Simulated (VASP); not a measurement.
```
MgH2
1.0
    4.45359     0.00000     0.00000
    0.00000     4.45359     0.00000
    0.00000     0.00000     2.97504
Mg H
2 4
Direct
  0.00000   0.00000   0.00000
  0.50000   0.50000   0.50000
  0.30404   0.30404   0.00000
  0.80404   0.19596   0.50000
  0.19596   0.80404   0.50000
  0.69596   0.69596   0.00000
```

Level of theory: PBE GGA with D3 dispersion (zero damping), VASP's PBE PAW potentials (set 64) (plane waves; VASP). Run with 520 eV cut-off, 6×6×8 Γ-centred mesh, tetrahedra with Blöchl corrections, potentials Mg H.

Question: Estimate the energy per atom (σ→0).

Answer: 
```yaml
energy per atom (σ→0): -3.065 eV/atom
```

Total energies compare only between runs with the same potentials, cut-off and functional.

The compound is MgH2 in the rutile structure. It was relaxed first.
